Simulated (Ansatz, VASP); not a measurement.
# Cross-check of Ta between VASP and Ansatz, part 2 of 3

One calculation is typed for both programs; each brings its own data sets. How far apart do they land? Of the first pair: The cell is taken from a series of runs on this material, whose earlier steps may have relaxed, scaled, displaced or heated it; both programs get it as it stands.

VASP 6.6.1 and Ansatz 0.2.0.

So far: The structure; Ansatz: relaxation of cell and atoms, PBEsol.

## (3) VASP: relaxation of cell and atoms, PBEsol

Level of this step: PBEsol; plane waves and PAW (Ta_pv) (VASP).

The same cell, functional, mesh and smearing now go to VASP, with its own data sets.

Lines of VASP's logs that name or quote its potential files are left out, and so is its time.

File INCAR:

```
SYSTEM = Ta
PREC = Accurate
ENCUT = 500
EDIFF = 1E-07
NELM = 120
ISMEAR = -1
SIGMA = 0.05
LREAL = .FALSE.
ALGO = Normal
GGA = PS
NBANDS = 54
LASPH = .TRUE.
LORBIT = 11
LWAVE = .FALSE.
LCHARG = .FALSE.
ISIF = 3
IBRION = 2
NSW = 80
EDIFFG = -0.005
GGA_COMPAT = .FALSE.
NELMIN = 4
KPAR = 2
```

File POSCAR:

```
Ta
1.0
    5.2532228320      0.0000000000      0.0000000000
    0.0000000000      5.2532228320      0.0000000000
    0.0000000000      0.0000000000      5.2532228320
Ta
8
Direct
    0.0000000000      0.0000000000      0.0000000000
    0.5000000000      0.5000000000      0.5000000000
    0.0000000000      0.5000000000      0.2500000000
    0.0000000000      0.5000000000      0.7500000000
    0.2500000000      0.0000000000      0.5000000000
    0.7500000000      0.0000000000      0.5000000000
    0.5000000000      0.7500000000      0.0000000000
    0.5000000000      0.2500000000      0.0000000000
```

File KPOINTS:

```
Automatic mesh
0
Gamma
8 8 8
0 0 0
```

PAW data sets: Ta_pv (PBE family, release 64).

The run is started by

```
mpirun -np 2 vasp_std
```

Numbers of over 12 decimals in the logs are rounded to 6 here.

Output:

```text
[banner, memory and clock lines left out]
running    2 mpi-ranks, on    1 nodes
 distrk:  each k-point on    1 cores,    2 groups
 distr:  one band on    1 cores,    1 groups

 POSCAR found type information on POSCAR Ta
 POSCAR found :  1 types and       8 ions
|                                                                             |
|               ----> ADVICE to this user running VASP <----                  |
|                                                                             |
|     You enforced a specific xc type in the INCAR file but a different       |
|     [... a line on the potential file left out ...]
|     I HOPE YOU KNOW WHAT YOU ARE DOING!                                     |
|                                                                             |

 LDA part: xc-table for (Slater+PW92), standard interpolation
 POSCAR, INCAR and KPOINTS ok, starting setup
 FFT: planning ... GRIDC
 FFT: planning ... GRID_SOFT
 FFT: planning ... GRID
 WAVECAR not read
 entering main loop
       N       E                     dE             d eps       ncg     rms          rms(c)
DAV:   1     0.914021495320E+03    0.91402E+03   -0.47675E+04  3812   0.166E+03
DAV:   2    -0.569798069502E+02   -0.97100E+03   -0.94985E+03  4098   0.505E+02
DAV:   3    -0.102831978446E+03   -0.45852E+02   -0.43861E+02  4704   0.950E+01
DAV:   4    -0.104311645224E+03   -0.14797E+01   -0.14509E+01  4480   0.147E+01
DAV:   5    -0.104358740630E+03   -0.47095E-01   -0.46969E-01  4714   0.219E+00    0.393E+01
DAV:   6    -0.101130532748E+03    0.32282E+01   -0.37030E+00  4304   0.107E+01    0.191E+01
DAV:   7    -0.100104979050E+03    0.10256E+01   -0.33342E+00  4412   0.994E+00    0.118E+00
DAV:   8    -0.100086651891E+03    0.18327E-01   -0.11804E-01  4622   0.248E+00    0.733E-01
DAV:   9    -0.100078626741E+03    0.80252E-02   -0.19602E-02  4538   0.856E-01    0.169E-01
DAV:  10    -0.100078515800E+03    0.11094E-03   -0.11709E-03  4414   0.220E-01    0.941E-02
DAV:  11    -0.100078520343E+03   -0.45426E-05   -0.83762E-05  4746   0.531E-02    0.182E-02
DAV:  12    -0.100078515700E+03    0.46431E-05   -0.13818E-05  4566   0.222E-02    0.842E-03
DAV:  13    -0.100078514726E+03    0.97388E-06   -0.31150E-06  4384   0.111E-02    0.161E-03
DAV:  14    -0.100078514674E+03    0.51594E-07   -0.13461E-07  2736   0.218E-03
   1 F= -.10007851E+03 E0= -.10004741E+03  d E =-.100079E+03
 curvature:   0.00 expect dE= 0.000E+00 dE for cont linesearch  0.000E+00
 trial: gam= 0.00000 g(F)=  0.287E-52 g(S)=  0.424E-03 ort = 0.000E+00 (trialstep = 0.100E+01)
 search vector abs. value=  0.424E-03
 bond charge predicted
       N       E                     dE             d eps       ncg     rms          rms(c)
DAV:   1    -0.100081918150E+03   -0.34034E-02   -0.12596E-01  3902   0.249E+00    0.515E-01
DAV:   2    -0.100078965029E+03    0.29531E-02   -0.51363E-03  4044   0.405E-01    0.209E-01
DAV:   3    -0.100078215638E+03    0.74939E-03   -0.29600E-03  4274   0.299E-01    0.761E-02
DAV:   4    -0.100078224612E+03   -0.89737E-05   -0.68658E-05  4272   0.479E-02    0.281E-02
DAV:   5    -0.100078220595E+03    0.40166E-05   -0.22607E-05  4564   0.283E-02    0.146E-02
DAV:   6    -0.100078219948E+03    0.64756E-06   -0.16705E-05  4306   0.232E-02    0.131E-02
DAV:   7    -0.100078219026E+03    0.92217E-06   -0.17417E-06  4298   0.691E-03    0.131E-03
DAV:   8    -0.100078218884E+03    0.14187E-06   -0.45219E-08  2472   0.137E-03    0.720E-04
DAV:   9    -0.100078218925E+03   -0.41671E-07   -0.92260E-09  2370   0.570E-04
   2 F= -.10007822E+03 E0= -.10004727E+03  d E =0.295749E-03
 trial-energy change:    0.000296  1 .order    0.000294   -0.000424    0.001012
 step:   0.2938(harm=  0.2954)  dis= 0.00000  next Energy=  -100.078577 (dE=-0.623E-04)
 bond charge predicted
       N       E                     dE             d eps       ncg     rms          rms(c)
DAV:   1    -0.100080407019E+03   -0.21881E-02   -0.62668E-02  3860   0.175E+00    0.364E-01
DAV:   2    -0.100078933710E+03    0.14733E-02   -0.25579E-03  3876   0.286E-01    0.148E-01
DAV:   3    -0.100078563964E+03    0.36975E-03   -0.14768E-03  4178   0.211E-01    0.541E-02
DAV:   4    -0.100078573899E+03   -0.99344E-05   -0.35262E-05  4162   0.342E-02    0.191E-02
DAV:   5    -0.100078578038E+03   -0.41392E-05   -0.11627E-05  4594   0.205E-02    0.101E-02
DAV:   6    -0.100078576352E+03    0.16862E-05   -0.82200E-06  4228   0.163E-02    0.949E-03
DAV:   7    -0.100078576812E+03   -0.46070E-06   -0.90350E-07  4178   0.499E-03    0.942E-04
DAV:   8    -0.100078576918E+03   -0.10572E-06   -0.23658E-08  2316   0.998E-04    0.518E-04
DAV:   9    -0.100078576888E+03    0.30168E-07   -0.47701E-09  2220   0.412E-04
   3 F= -.10007858E+03 E0= -.10004752E+03  d E =-.622135E-04
 curvature:  -0.15 expect dE=-0.233E-08 dE for cont linesearch -0.233E-08
 trial: gam=-0.00606 g(F)=  0.143E-49 g(S)=  0.158E-07 ort = 0.259E-05 (trialstep = 0.859E+00)
 search vector abs. value=  0.101E-09
 reached required accuracy - stopping structural energy minimisation
```

From OUTCAR (step 3):

```text
ion  position               nearest neighbor table
   1  0.000  0.000  0.000-   3 2.94   4 2.94   5 2.94   6 2.94   7 2.94   8 2.94   5 2.94   6 2.94
                             3 2.94   4 2.94   7 2.94   8 2.94
   2  0.500  0.500  0.500-   3 2.94   4 2.94   5 2.94   6 2.94   7 2.94   8 2.94   7 2.94   8 2.94
                             5 2.94   6 2.94   3 2.94   4 2.94
   3  0.000  0.500  0.250-   4 2.63   4 2.63   1 2.94   2 2.94   1 2.94   2 2.94   8 3.22   5 3.22
                             6 3.22   5 3.22   6 3.22   7 3.22   7 3.22   8 3.22
   4  0.000  0.500  0.750-   3 2.63   3 2.63   1 2.94   2 2.94   1 2.94   2 2.94   8 3.22   5 3.22
                             6 3.22   5 3.22   6 3.22   7 3.22   7 3.22   8 3.22
   5  0.250  0.000  0.500-   6 2.63   6 2.63   1 2.94   1 2.94   2 2.94   2 2.94   8 3.22   4 3.22
                             7 3.22   8 3.22   3 3.22   3 3.22   4 3.22   7 3.22
   6  0.750  0.000  0.500-   5 2.63   5 2.63   1 2.94   1 2.94   2 2.94   2 2.94   8 3.22   4 3.22
                             7 3.22   8 3.22   3 3.22   3 3.22   4 3.22   7 3.22
   7  0.500  0.750  0.000-   8 2.63   8 2.63   1 2.94   2 2.94   2 2.94   1 2.94   3 3.22   4 3.22
                             5 3.22   6 3.22   5 3.22   6 3.22   3 3.22   4 3.22
   8  0.500  0.250  0.000-   7 2.63   7 2.63   1 2.94   2 2.94   2 2.94   1 2.94   3 3.22   4 3.22
                             5 3.22   6 3.22   5 3.22   6 3.22   3 3.22   4 3.22

  LATTYP: Found a simple cubic cell.
 ALAT       =     5.2532228320

 Subroutine GETGRP returns: Found 48 space group operations
 (whereof 24 operations were pure point group operations)

The static configuration has the point symmetry T_h .
 The point group associated with its full space group is O_h .

 Found     35 irreducible k-points:

   k-points           NKPTS =     35   k-points in BZ     NKDIM =     35   number of bands    NBANDS=     54

   dimension x,y,z NGX =    40 NGY =   40 NGZ =   40
   dimension x,y,z NGXF=    80 NGYF=   80 NGZF=   80

   ENCUT  =  500.0 eV  36.75 Ry    6.06 a.u.   9.58  9.58  9.58*2*pi/ulx,y,z

   NELECT =      88.0000    total number of electrons

 k-points in reciprocal lattice and weights: Automatic mesh
   0.00000000  0.00000000  0.00000000       0.002
   0.12500000  0.00000000  0.00000000       0.012
   0.25000000  0.00000000  0.00000000       0.012
   0.37500000  0.00000000  0.00000000       0.012
   0.50000000  0.00000000  0.00000000       0.006
   0.12500000  0.12500000  0.00000000       0.023
   0.25000000  0.12500000  0.00000000       0.047
   0.37500000  0.12500000  0.00000000       0.047
   0.50000000  0.12500000  0.00000000       0.023
[...]
0.50000000  0.50000000  0.37500000       0.012
   0.50000000  0.50000000  0.50000000       0.002

 average (electrostatic) potential at core
       1 -36.3863       2 -36.3863       3 -36.3887       4 -36.3887       5 -36.3887
       6 -36.3887       7 -36.3887       8 -36.3887

 E-fermi :   5.3554

 k-point     1 :       0.0000    0.0000    0.0000
  band No.  band energies     occupation
    ...
     40       4.2977      2.00000
     41       4.2977      2.00000
     42       4.2977      2.00000
     43       4.5794      2.00000
     44       4.5794      2.00000
     45       5.4313      0.35990
     46       5.4313      0.35990
     47       6.1982      0.00000
     48       6.1982      0.00000
     49       6.1982      0.00000
    ...

 k-point     2 :       0.1250    0.0000    0.0000
  band No.  band energies     occupation
    ...
     40       4.0983      2.00000
     41       4.4241      2.00000
     42       4.4241      2.00000
     43       4.8695      1.99988
     44       4.9224      1.99965
     45       5.4431      0.29546
     46       5.4673      0.19291
     47       6.1704      0.00000
     48       6.1704      0.00000
     49       6.3662      0.00000
    ...

 k-point     3 :       0.2500    0.0000    0.0000
  band No.  band energies     occupation
    ...
     40       4.0749      2.00000
     41       4.7746      1.99998
     42       4.7746      1.99998
     43       5.0560      1.99500
     44       5.1197      1.98222
     45       5.4948      0.11592
     46       5.6731      0.00347
     47       6.0638      0.00000
     48       6.0638      0.00000
     49       6.7973      0.00000
    ...

  Total        0.0009333      0.0009333      0.0009333      0.0000000      0.0000000      0.0000000
  in kB        0.0103063      0.0103063      0.0103063      0.0000000      0.0000000      0.0000000
  external PRESSURE =       0.0103063 kB  Pullay stress =       0.0000000 kB

  energy-cutoff  :      500.00
  volume of cell :      145.09
      direct lattice vectors                 reciprocal lattice vectors
     5.254648673 -0.000000000  0.000000000     0.190307680 -0.000000000 -0.000000000
     0.000000000  5.254648673  0.000000000     0.000000000  0.190307680 -0.000000000
     0.000000000  0.000000000  5.254648673    -0.000000000 -0.000000000  0.190307680

 POSITION                                       TOTAL-FORCE (eV/Angst)
 -----------------------------------------------------------------------------------
      0.00000      0.00000      0.00000         0.000000      0.000000     -0.000000
      2.62732      2.62732      2.62732         0.000000      0.000000     -0.000000
      0.00000      2.62732      1.31366        -0.000000      0.000000      0.000000
      0.00000      2.62732      3.94099        -0.000000     -0.000000     -0.000000
      1.31366     -0.00000      2.62732         0.000000     -0.000000      0.000000
      3.94099     -0.00000      2.62732        -0.000000      0.000000     -0.000000
      2.62732      3.94099      0.00000         0.000000      0.000000     -0.000000
      2.62732      1.31366      0.00000        -0.000000     -0.000000      0.000000
 -----------------------------------------------------------------------------------
    total drift:                               -0.000000     -0.000000      0.000000

  FREE ENERGIE OF THE ION-ELECTRON SYSTEM (eV)
  ---------------------------------------------------
  free  energy   TOTEN  =      -100.0785768878 eV

  energy  without entropy=     -100.0164565212  energy(sigma->0) =     -100.04751670

 reached required accuracy - stopping structural energy minimisation

 total charge
# of ion       s       p       d       tot
------------------------------------------
    1        0.396   6.203   2.321   8.921
    2        0.396   6.203   2.321   8.921
    3        0.374   6.182   2.371   8.927
    4        0.374   6.182   2.371   8.927
    5        0.374   6.182   2.371   8.927
    6        0.374   6.182   2.371   8.927
    7        0.374   6.182   2.371   8.927
    8        0.374   6.182   2.371   8.927
--------------------------------------------------
tot          3.035  49.499  18.868  71.402

[... 3 further parts left out ...]
```

CONTCAR:

```
Ta
   1.00000000000000
     5.2546486725175621   -0.0000000000000000    0.0000000000000000
     0.0000000000000000    5.2546486725175621    0.0000000000000000
     0.0000000000000000    0.0000000000000000    5.2546486725175621
  Ta
     8
Direct
     0.0000000000000000    0.0000000000000000    0.0000000000000000
     0.5000000000000000    0.5000000000000000    0.5000000000000000
     0.0000000000000000    0.5000000000000000    0.2500000000000000
     0.0000000000000000    0.5000000000000000    0.7500000000000000
     0.2500000000000000    0.0000000000000000    0.5000000000000000
     0.7500000000000000    0.0000000000000000    0.5000000000000000
     0.5000000000000000    0.7500000000000000    0.0000000000000000
     0.5000000000000000    0.2500000000000000    0.0000000000000000
```

The run keeps the 48 symmetry operations of its start, so it cannot find a distortion of lower symmetry.

## (4) Differences

Known differences besides the potentials themselves: the data sets hold 104 valence electrons in Ansatz (on its PAW soft_1 files) and 88 in VASP; the cutoff is 600 eV in Ansatz and 500 eV in VASP; Ansatz makes its cores anew for this functional, VASP keeps those of its PBE data sets; Ansatz adds a Pulay correction to the stress that steers its cell, VASP none. Total energies have different zeros and are not compared.

Both answers:

```csv
quantity,Ansatz,VASP,difference
volume (Å³),144.97,145.09,-0.08 %
"edge a after relaxation, in the typed setting (Å)",5.253,5.255,-0.03 %
```

## (5) Ansatz: relaxation, PBEsol

This run makes the geometry at which the two programs are then compared.

The structure compared here is the end of the Ansatz relaxation.

File input.yaml:

```yaml
crystal:
  lattice:
    - [5.2532228318, 0.0, 0.0]
    - [0.0, 5.2532228318, 0.0]
    - [0.0, 0.0, 5.2532228318]
  atoms:
    - { symbol: Ta, position: [0.0, 0.0, 0.0] }
    - { symbol: Ta, position: [0.5, 0.5, 0.5] }
    - { symbol: Ta, position: [0.0, 0.5, 0.25] }
    - { symbol: Ta, position: [0.0, 0.5, 0.75] }
    - { symbol: Ta, position: [0.25, 0.0, 0.5] }
    - { symbol: Ta, position: [0.75, 0.0, 0.5] }
    - { symbol: Ta, position: [0.5, 0.75, 0.0] }
    - { symbol: Ta, position: [0.5, 0.25, 0.0] }
kpoints:
  mp_grid: { grid: [8, 8, 8] }
scf:
  occupations: { method: fermi_dirac, width: 0.05 }
hamiltonian:
  xc: pbesol
  pseudopotentials: { kind: paw, azcp: { folder: soft_1 }, xc_functional: pbe }
basis:
  ecutwfc: 600
output:
  forces: true
  stress: true
relax:
  f_tol: 0.005
  max_steps: 70
  cell: { stress_tol: 0.02, p_target: 5 }
```

The run is started by

```
ansatz run input.yaml --threads 4 --pin off --max-ram 10240MiB --backend cpu --events-out ev --progress --plain --runs-dir out
```

Output:

```text
[...]
Crystal: 8 atoms, lattice volume = 144.970 Å³
Basis set: ecut = 600 eV, 4945 PW (Γ), exchange–correlation on 90×90×90 points (8 copies of the dense FFT grid, shifted against one another)
Bands: 63, of which v1, the nominal top of the filled ones, is band 52 counted from 1 (51 counted from 0)
Symmetry: 48 space group operations
[...]
k-points: 35 of 512
[...]
- [0, 5.212356, 0.0]
    - [0, 0.0, 5.212356]
  atoms:
    - { symbol: Ta, position: [0, 0, 0] }
    - { symbol: Ta, position: [0.500000, 0.500000, 0.500000] }
    - { symbol: Ta, position: [0, 0.500000, 0.250000] }
    - { symbol: Ta, position: [0, 0.500000, 0.750000] }
    - { symbol: Ta, position: [0.250000, 0, 0.500000] }
    - { symbol: Ta, position: [0.750000, 0, 0.500000] }
    - { symbol: Ta, position: [0.500000, 0.750000, 0] }
    - { symbol: Ta, position: [0.500000, 0.250000, 0] }
[key lines of the parts left out:]
SCF converged after 9 iterations
Free energy (F): -78458.886598 eV
Fermi energy:    18.790490 eV
P = ⅓ Tr σ = 5.0145 GPa (50.145 kbar)
```

## (6) VASP: single point, PBEsol, pair 2

The same cell, functional, mesh and smearing now go to VASP, with its own data sets.

File INCAR:

```
SYSTEM = Ta
PREC = Accurate
ENCUT = 500
EDIFF = 1E-06
NELM = 120
ISMEAR = -1
SIGMA = 0.05
LREAL = .FALSE.
ALGO = Normal
GGA = PS
NBANDS = 54
LASPH = .TRUE.
LORBIT = 11
LWAVE = .FALSE.
LCHARG = .FALSE.
ISIF = 2
GGA_COMPAT = .FALSE.
KPAR = 2
```

Changes to POSCAR since step 3:

```diff
@@ -2,5 +2,5 @@
 1.0
-    5.2532228320      0.0000000000      0.0000000000
-    0.0000000000      5.2532228320      0.0000000000
-    0.0000000000      0.0000000000      5.2532228320
+    5.2123555315      0.0000000000      0.0000000000
+    0.0000000000      5.2123555315      0.0000000000
+    0.0000000000      0.0000000000      5.2123555315
 Ta
```

KPOINTS is that of step 3.

The run is started by

```
mpirun -np 2 vasp_std
```

Output:

```text
[banner, memory and clock lines left out]
running    2 mpi-ranks, on    1 nodes
[...]
[... a notice as in an earlier step ...]

 LDA part: xc-table for (Slater+PW92), standard interpolation
 POSCAR, INCAR and KPOINTS ok, starting setup
[...]
entering main loop
       N       E                     dE             d eps       ncg     rms          rms(c)
DAV:   1     0.923524796150E+03    0.92352E+03   -0.47702E+04  3788   0.166E+03
DAV:   2    -0.552246221266E+02   -0.97875E+03   -0.95861E+03  4030   0.510E+02
DAV:   3    -0.102624690583E+03   -0.47400E+02   -0.45402E+02  4762   0.962E+01
DAV:   4    -0.104098813279E+03   -0.14741E+01   -0.14479E+01  4456   0.147E+01
[...]
DAV:  11    -0.100021511219E+03   -0.97269E-05   -0.74295E-05  4746   0.464E-02    0.186E-02
DAV:  12    -0.100021505864E+03    0.53556E-05   -0.14162E-05  3744   0.228E-02    0.913E-03
DAV:  13    -0.100021505038E+03    0.82519E-06   -0.31028E-06  3256   0.111E-02
   1 F= -.10002151E+03 E0= -.99989069E+02  d E =-.648724E-01
```

Parts of OUTCAR (step 6):

```text
  Total        4.6392524      4.6392524      4.6392524     -0.0000000      0.0000000      0.0000000
  in kB       52.4875730     52.4875730     52.4875730     -0.0000000      0.0000000      0.0000000
  external PRESSURE =      52.4875730 kB  Pullay stress =       0.0000000 kB

 POSITION                                       TOTAL-FORCE (eV/Angst)
 -----------------------------------------------------------------------------------
      0.00000      0.00000      0.00000        -0.000000     -0.000000      0.000000
      2.60618      2.60618      2.60618        -0.000000     -0.000000      0.000000
      0.00000      2.60618      1.30309         0.000000     -0.000000      0.000000
      0.00000      2.60618      3.90927        -0.000000      0.000000     -0.000000
      1.30309      0.00000      2.60618         0.000000      0.000000     -0.000000
      3.90927      0.00000      2.60618        -0.000000      0.000000     -0.000000
      2.60618      3.90927      0.00000        -0.000000     -0.000000     -0.000000
      2.60618      1.30309      0.00000         0.000000     -0.000000      0.000000
 -----------------------------------------------------------------------------------
    total drift:                               -0.000000     -0.000000      0.000000

  FREE ENERGIE OF THE ION-ELECTRON SYSTEM (eV)
  ---------------------------------------------------
  free  energy   TOTEN  =      -100.0215050383 eV

  energy  without entropy=      -99.9566326620  energy(sigma->0) =      -99.98906885

[... 1 part as in an earlier step ...]

[... 2 further parts left out ...]
[key lines of the parts left out:]
E-fermi :   5.5580
```

The run ends at a pressure of 5.25 GPa.

## (7) Comparison

What differs besides the data sets and the points named for the pairs above, as far as they apply: the data sets hold 104 valence electrons in Ansatz (on its PAW soft_1 files) and 88 in VASP; Ansatz's pressure holds a Pulay correction, VASP's none. Total energies have different zeros and are not compared.

The two programs side by side:

```
      quantity  Ansatz  VASP  difference
pressure (GPa)    5.01  5.25       -0.23
```

(Part 2 of 3 ends here.)

[Lines on the potential files, build, host, timing and source positions are cut from VASP's logs without a mark.]

[Logs are printed without paths, hosts, clocks, repeated set-up lines and the standing remarks that a program may print on its own settings, such as how far it seeks lower states.]

[Hosts, paths, dates, database ids (printed as entryN), source tags and the programs' standing remarks are cut or masked in the printed files.]
